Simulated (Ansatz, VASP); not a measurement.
## One calculation of Hf2Pd2Se2Br2O3, two programs

```
Hf Pd Se Br O
1.0
     5.72034    0.00000    0.00000
    -2.86016    4.95396    0.00000
     0.00000    0.00000    8.46825
Hf Pd Se Br O
2 2 2 2 3
Direct
  0.33333 0.66667 0.54201
  0.66667 0.33333 0.54201
  0.33333 0.66667 0.12880
  0.66667 0.33333 0.12880
  0.33333 0.66667 0.85572
  0.66667 0.33333 0.85572
  0.00000 0.00000 0.13895
  0.00000 0.00000 0.65384
  0.50000 0.00000 0.42963
  0.00000 0.50000 0.42963
  0.50000 0.50000 0.42963
```

Change from the starting cell: volume scaled by 0.98.

Alike in both runs: task single point; functional PBE; k mesh 6 × 6 × 3; occupations fermi-dirac, width 0.05 eV; no spin polarisation.

|  | VASP | Ansatz |
| --- | --- | --- |
| version | VASP 6.6.1 | Ansatz 0.2.0 |
| potentials or method | VASP PAW PBE potentials, release 64 (Hf_pv, Pd, Se, Br, O) | Ansatz PAW |
| plane-wave cutoff (eV) | 520 | 420 |
| valence electrons in the cell | 84 | 152 |

|  | VASP | Ansatz | Ansatz less VASP |
| --- | --- | --- | --- |
| gap on the k mesh at the Fermi level (eV) | none | none | - |
| pressure (GPa) | 1.1 | 1.5 | +0.40 |
| largest component of the traceless stress (GPa) | 0.15 | 0.10 | -0.048 |
| rms of the force components (eV/Å) | 0.089 | 0.142 | +0.0522 |

Atom by atom the forces differ by 0.059 eV/Å (rms over components). A gap of «none» marks a metal or a gap that the smearing closes. The two sets of potentials don't hold the same shells in valence.

Spin-orbit coupling is left out, which matters for the levels of Hf.
